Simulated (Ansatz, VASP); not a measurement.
## Cross-check of SiO2 (Quartz) between VASP and Ansatz

Wanted: the spread between two codes on one cell, functional and k mesh. The cell is taken from a series of runs on this material, whose earlier steps may have relaxed, scaled, displaced or heated it; both programs get it as it stands.

Program: Ansatz 0.2.0. Level of theory: plane waves, with VASP 6.6.1 beside it; zone-centre phonons at PBE. Results are calculated unless marked as measured.

## 1. The structure

Symmetry: P3_121, No. 152, trigonal system. Conventional cell: a = 5.022 Å, b = 5.022 Å, c = 5.510 Å, α = 90.00°, β = 90.00°, γ = 120.00°. Si has 4 O at 1.63 Å nearest. Nearest to O lie 2 Si at 1.63 Å. Farther neighbours and most contacts between anions are not listed.

## 2. VASP: zone-centre phonons, PBE

Second derivatives magnify differences that forces hide, and they need a tight electronic threshold.

Lines of VASP's logs that name or quote its potential files are left out, and so is its time.

File INCAR:

```
SYSTEM = SiO2
PREC = Accurate
ENCUT = 600
EDIFF = 1E-08
NELM = 120
ISMEAR = 0
SIGMA = 0.01
LREAL = .FALSE.
ALGO = Normal
GGA = PE
NBANDS = 33
LORBIT = 11
LWAVE = .FALSE.
LCHARG = .FALSE.
ISIF = 2
IBRION = 8
LASPH = .TRUE.
GGA_COMPAT = .FALSE.
EFERMI = MIDGAP
KPAR = 2
```

File POSCAR:

```
SiO2
1.0
    5.0217182311      0.0000000000      0.0000000000
   -2.5108591156      4.3489355587      0.0000000000
    0.0000000000      0.0000000000      5.5101572042
Si O
3 6
Direct
    0.5233784777      0.0000000000      0.3333333333
    1.0000000000      0.5233784777      0.6666666667
    0.4766215223      0.4766215223      0.0000000000
    0.1588802292      0.4144768297      0.8719740298
    0.5855231703      0.7444033995      0.2053073631
    0.2555966005      0.8411197708      0.5386406965
    0.4144768297      0.1588802292      0.1280259702
    0.7444033995      0.5855231703      0.7946926369
    0.8411197708      0.2555966005      0.4613593035
```

File KPOINTS:

```
Automatic mesh
0
Gamma
6 6 4
0 0 0
```

PAW data sets: Si and O (PBE family, release 64).

Command:

```sh
$ mpirun -np 2 vasp_std
```

Numbers of over 12 decimals in the logs are rounded to 6 here.

Output:

```text
[banner, memory and clock lines left out]
running    2 mpi-ranks, on    1 nodes
 distrk:  each k-point on    1 cores,    2 groups
 distr:  one band on    1 cores,    1 groups

 POSCAR found type information on POSCAR SiO
 POSCAR found :  2 types and       9 ions
 LDA part: xc-table for (Slater+PW92), standard interpolation
 POSCAR, INCAR and KPOINTS ok, starting setup
 FFT: planning ... GRIDC
 FFT: planning ... GRID_SOFT
 FFT: planning ... GRID
 WAVECAR not read
 entering main loop
       N       E                     dE             d eps       ncg     rms          rms(c)
DAV:   1     0.312007849763E+03    0.31201E+03   -0.27129E+04  1584   0.150E+03
DAV:   2    -0.588154553218E+02   -0.37082E+03   -0.35751E+03  2038   0.322E+02
DAV:   3    -0.803265419941E+02   -0.21511E+02   -0.21400E+02  2008   0.825E+01
DAV:   4    -0.805821182960E+02   -0.25558E+00   -0.25533E+00  1976   0.999E+00
DAV:   5    -0.805861536492E+02   -0.40354E-02   -0.40339E-02  1992   0.123E+00    0.248E+01
DAV:   6    -0.711341702890E+02    0.94520E+01   -0.36603E+01  1839   0.323E+01    0.117E+01
DAV:   7    -0.711537578405E+02   -0.19588E-01   -0.95307E-01  1968   0.490E+00    0.432E+00
DAV:   8    -0.711546192661E+02   -0.86143E-03   -0.43464E-02  1943   0.162E+00    0.165E+00
DAV:   9    -0.711668801019E+02   -0.12261E-01   -0.25138E-02  1824   0.118E+00    0.344E-01
DAV:  10    -0.711686521809E+02   -0.17721E-02   -0.38432E-03  1960   0.333E-01    0.106E-01
DAV:  11    -0.711685581105E+02    0.94070E-04   -0.10664E-03  1968   0.191E-01    0.164E-02
DAV:  12    -0.711685670014E+02   -0.88908E-05   -0.27334E-05  1936   0.307E-02    0.167E-02
DAV:  13    -0.711685693533E+02   -0.23520E-05   -0.12983E-05  1912   0.200E-02    0.357E-03
DAV:  14    -0.711685699632E+02   -0.60985E-06   -0.54532E-07  1936   0.432E-03    0.752E-04
DAV:  15    -0.711685699639E+02   -0.73760E-09   -0.30280E-08  1696   0.101E-03
   1 F= -.71168570E+02 E0= -.71168570E+02  d E =0.000000E+00
 Linear response reoptimize wavefunctions to high precision
DAV:   1    -0.711685699601E+02    0.38626E-08   -0.87671E-09  1576   0.552E-04
DAV:   2    -0.711685699601E+02   -0.18190E-10   -0.66072E-10  1368   0.148E-04
 Linear response DOF=           6
 Linear response progress:
  Degree of freedom:   1/  6
       N       E                     dE             d eps       ncg     rms          rms(c)
RMM:   1    -0.505553800283E-01   -0.50555E-01   -0.66779E-02  9219   0.152E+00
RMM:   2    -0.246056968647E-01    0.25950E-01   -0.52605E-03  5475   0.457E-01    0.261E-01
RMM:   3    -0.238758934746E-01    0.72980E-03   -0.44109E-04  5634   0.130E-01    0.145E-01
RMM:   4    -0.234883244191E-01    0.38757E-03   -0.37796E-04  5394   0.107E-01    0.253E-02
RMM:   5    -0.234415764258E-01    0.46748E-04   -0.27653E-05  5644   0.233E-02    0.949E-03
RMM:   6    -0.234088054245E-01    0.32771E-04   -0.52266E-06  5499   0.157E-02    0.320E-03
RMM:   7    -0.234094050477E-01   -0.59962E-06   -0.17068E-06  5795   0.485E-03    0.140E-03
RMM:   8    -0.234115337119E-01   -0.21287E-05   -0.42800E-07  5669   0.201E-03    0.272E-04
RMM:   9    -0.234116495300E-01   -0.11582E-06   -0.45400E-07  5800   0.574E-04    0.192E-04
RMM:  10    -0.234119149749E-01   -0.26544E-06   -0.31712E-07  5833   0.338E-04    0.280E-05
RMM:  11    -0.234119082217E-01    0.67531E-08   -0.20312E-07  5884   0.179E-04    0.109E-05
RMM:  12    -0.234118883940E-01    0.19828E-07   -0.36179E-07  5969   0.169E-04    0.750E-06
RMM:  13    -0.234118641834E-01    0.24211E-07   -0.39610E-07  6079   0.163E-04    0.226E-06
RMM:  14    -0.234118519557E-01    0.12228E-07   -0.14478E-07  6164   0.161E-04    0.146E-06
RMM:  15    -0.234118494502E-01    0.25055E-08   -0.14826E-07  6316   0.159E-04    0.534E-07
RMM:  16    -0.234118585167E-01   -0.90665E-08   -0.30581E-07  6422   0.158E-04    0.233E-07
RMM:  17    -0.234118470790E-01    0.11438E-07   -0.24498E-07  6561   0.157E-04    0.147E-07
RMM:  18    -0.234118498742E-01   -0.27952E-08   -0.14389E-07  6695   0.157E-04    0.121E-07
RMM:  19    -0.234118544982E-01   -0.46240E-08   -0.21796E-07  6822   0.156E-04    0.608E-08
 first order change of Fermi-energy   0.22314E-01
 force on displaced ion       1 direction 1 : -41.002  -0.000  -0.000
 Linear response progress:
  Degree of freedom:   2/  6
       N       E                     dE             d eps       ncg     rms          rms(c)
RMM:   1    -0.471287168206E-01   -0.47129E-01   -0.34383E-02 14949   0.153E+00
RMM:   2    -0.245977469750E-01    0.22531E-01   -0.48391E-03  9023   0.447E-01    0.247E-01
RMM:   3    -0.239057204965E-01    0.69203E-03   -0.12517E-04  9253   0.114E-01    0.140E-01
RMM:   4    -0.235169704657E-01    0.38875E-03   -0.22497E-04  8831   0.113E-01    0.196E-02
RMM:   5    -0.234929516036E-01    0.24019E-04    0.38994E-05  9154   0.197E-02    0.875E-03
RMM:   6    -0.234792661515E-01    0.13685E-04    0.48724E-06  9139   0.123E-02    0.297E-03
RMM:   7    -0.234778402521E-01    0.14259E-05    0.44180E-06  9139   0.322E-03    0.123E-03
RMM:   8    -0.234802166973E-01   -0.23764E-05    0.23175E-06  9051   0.178E-03    0.350E-04
RMM:   9    -0.234807166367E-01   -0.49994E-06   -0.18271E-06  9434   0.634E-04    0.162E-04
RMM:  10    -0.234808472467E-01   -0.13061E-06   -0.16601E-06  9275   0.279E-04    0.483E-05
[...]
RMM:  10    -0.241073134489E-01   -0.26535E-06   -0.81863E-07  9444   0.338E-04    0.478E-05
RMM:  11    -0.241073428831E-01   -0.29434E-07    0.40664E-07  9536   0.210E-04    0.179E-05
RMM:  12    -0.241072553155E-01    0.87568E-07    0.94073E-07  9689   0.176E-04    0.579E-06
RMM:  13    -0.241072507840E-01    0.45315E-08    0.50664E-07  9758   0.169E-04    0.317E-06
RMM:  14    -0.241072761224E-01   -0.25338E-07    0.74950E-08  9942   0.167E-04    0.856E-07
RMM:  15    -0.241072477814E-01    0.28341E-07    0.48049E-07 10133   0.165E-04    0.617E-07
RMM:  16    -0.241072344996E-01    0.13282E-07    0.66297E-07 10330   0.164E-04    0.282E-07
RMM:  17    -0.241072535057E-01   -0.19006E-07    0.40059E-07 10540   0.163E-04    0.216E-07
RMM:  18    -0.241072633002E-01   -0.97945E-08    0.37000E-07 10764   0.162E-04    0.116E-07
RMM:  19    -0.241072781896E-01   -0.14889E-07    0.15378E-07 10973   0.162E-04    0.127E-07
RMM:  20    -0.241072770125E-01    0.11771E-08    0.23743E-07 11185   0.162E-04    0.808E-08
 first order change of Fermi-energy   0.77563E-05
 force on displaced ion       1 direction 3 :  -0.002  -0.909 -45.779
 Linear response progress:
  Degree of freedom:   4/  6
       N       E                     dE             d eps       ncg     rms          rms(c)
RMM:   1    -0.381429286188E+00   -0.38143E+00    0.46254E-01  9703   0.324E+00
RMM:   2    -0.374455532336E+00    0.69738E-02   -0.10730E-02  8545   0.527E-01    0.342E-01
RMM:   3    -0.375029380855E+00   -0.57385E-03   -0.26176E-03  8182   0.239E-01    0.189E-01
RMM:   4    -0.377341498333E+00   -0.23121E-02   -0.26669E-03  9089   0.207E-01    0.574E-02
RMM:   5    -0.377255375040E+00    0.86123E-04   -0.84487E-05  9278   0.439E-02    0.105E-02
RMM:   6    -0.377336728842E+00   -0.81354E-04   -0.57351E-06  9513   0.105E-02    0.437E-03
RMM:   7    -0.377302062734E+00    0.34666E-04   -0.98560E-07  9426   0.451E-03    0.178E-03
RMM:   8    -0.377311764240E+00   -0.97015E-05   -0.16335E-07  9480   0.201E-03    0.288E-04
RMM:   9    -0.377309423654E+00    0.23406E-05    0.65287E-08  9482   0.810E-04    0.171E-04
RMM:  10    -0.377310967790E+00   -0.15441E-05    0.11310E-07  9574   0.632E-04    0.281E-05
RMM:  11    -0.377310935262E+00    0.32528E-07    0.98602E-08  9700   0.543E-04    0.151E-05
RMM:  12    -0.377311101963E+00   -0.16670E-06    0.17736E-07  9768   0.539E-04    0.585E-06
RMM:  13    -0.377311046381E+00    0.55582E-07    0.22202E-08 10110   0.530E-04    0.223E-06
RMM:  14    -0.377311046043E+00    0.33751E-09    0.63252E-08 10160   0.528E-04    0.103E-06
 first order change of Fermi-energy   0.83458E-01
 force on displaced ion       4 direction 1 : -38.461   1.128 -23.524
 Linear response progress:
  Degree of freedom:   5/  6
       N       E                     dE             d eps       ncg     rms          rms(c)
RMM:   1    -0.378255780910E+00   -0.37826E+00    0.25443E-01  9653   0.305E+00
RMM:   2    -0.369723569983E+00    0.85322E-02   -0.75059E-03  8363   0.437E-01    0.198E-01
RMM:   3    -0.371036197370E+00   -0.13126E-02   -0.13533E-03  8675   0.172E-01    0.990E-02
RMM:   4    -0.372732573464E+00   -0.16964E-02   -0.56872E-04  8008   0.116E-01    0.248E-02
RMM:   5    -0.373082519439E+00   -0.34995E-03   -0.68742E-05  9358   0.330E-02    0.109E-02
RMM:   6    -0.372978607251E+00    0.10391E-03   -0.53448E-06  8947   0.125E-02    0.281E-03
RMM:   7    -0.373023293651E+00   -0.44686E-04   -0.71827E-07  9292   0.384E-03    0.893E-04
RMM:   8    -0.373028083593E+00   -0.47899E-05   -0.18335E-07  9440   0.147E-03    0.445E-04
RMM:   9    -0.373026011410E+00    0.20722E-05   -0.10020E-07  9272   0.947E-04    0.181E-04
RMM:  10    -0.373026226146E+00   -0.21474E-06   -0.14445E-07  9574   0.745E-04    0.651E-05
RMM:  11    -0.373026207193E+00    0.18953E-07    0.20184E-07  9622   0.614E-04    0.234E-05
RMM:  12    -0.373026252692E+00   -0.45499E-07   -0.10558E-07  9947   0.585E-04    0.767E-06
RMM:  13    -0.373026250181E+00    0.25117E-08    0.22215E-08 10174   0.575E-04    0.389E-06
 first order change of Fermi-energy   0.23152E+00
 force on displaced ion       4 direction 2 :   1.129  -7.962   3.529
 Linear response progress:
  Degree of freedom:   6/  6
       N       E                     dE             d eps       ncg     rms          rms(c)
RMM:   1    -0.381345306684E+00   -0.38135E+00    0.36093E-01  9748   0.316E+00
RMM:   2    -0.374188090563E+00    0.71572E-02   -0.90354E-03  8426   0.484E-01    0.277E-01
RMM:   3    -0.375050868087E+00   -0.86278E-03   -0.19141E-03  8347   0.206E-01    0.150E-01
RMM:   4    -0.377094682091E+00   -0.20438E-02   -0.17775E-03  8914   0.176E-01    0.430E-02
RMM:   5    -0.377111068931E+00   -0.16387E-04   -0.57468E-05  9331   0.351E-02    0.141E-02
RMM:   6    -0.377112177070E+00   -0.11081E-05   -0.24430E-06  9466   0.826E-03    0.292E-03
RMM:   7    -0.377102821175E+00    0.93559E-05    0.49378E-07  9432   0.204E-03    0.119E-03
RMM:   8    -0.377098374616E+00    0.44466E-05    0.56056E-07  9409   0.123E-03    0.360E-04
RMM:   9    -0.377097749085E+00    0.62553E-06    0.63735E-07  9455   0.696E-04    0.118E-04
RMM:  10    -0.377098590484E+00   -0.84140E-06    0.69235E-07  9513   0.576E-04    0.331E-05
RMM:  11    -0.377098334231E+00    0.25625E-06    0.28349E-07  9671   0.508E-04    0.177E-05
RMM:  12    -0.377098462872E+00   -0.12864E-06    0.53876E-07  9795   0.497E-04    0.599E-06
RMM:  13    -0.377098408328E+00    0.54544E-07    0.60870E-07 10093   0.489E-04    0.262E-06
RMM:  14    -0.377098428113E+00   -0.19786E-07    0.33788E-07 10217   0.485E-04    0.180E-06
RMM:  15    -0.377098413971E+00    0.14142E-07    0.46665E-07 10502   0.482E-04    0.513E-07
RMM:  16    -0.377098416172E+00   -0.22005E-08    0.42778E-07 10667   0.481E-04    0.458E-07
RMM:  17    -0.377098415041E+00    0.11313E-08    0.42158E-07 10923   0.480E-04    0.324E-07
RMM:  18    -0.377098416569E+00   -0.15286E-08    0.48275E-07 11088   0.478E-04    0.288E-07
RMM:  19    -0.377098416439E+00    0.13003E-09    0.42027E-07 11300   0.478E-04    0.188E-07
RMM:  20    -0.377098416187E+00    0.25177E-09    0.47433E-07 11412   0.477E-04    0.143E-07
RMM:  21    -0.377098416026E+00    0.16131E-09    0.42631E-07 11605   0.477E-04    0.109E-07
RMM:  22    -0.377098416705E+00   -0.67890E-09    0.43802E-07 11675   0.477E-04    0.124E-07
RMM:  23    -0.377098416715E+00   -0.10262E-10    0.45496E-07 11809   0.477E-04    0.123E-07
 first order change of Fermi-energy  -0.79311E-01
 force on displaced ion       4 direction 3 : -23.522   3.529 -23.860
 Linear response finished
```

[end of part 1 of 3]

[Lines on the potential files, build, host, timing and source positions are cut from VASP's logs without a mark.]

[Logs are printed without paths, hosts, clocks, repeated set-up lines and the standing remarks that a program may print on its own settings, such as how far it seeks lower states.]

[Hosts, paths, dates, database ids (printed as entryN), source tags and the programs' standing remarks are cut or masked in the printed files.]
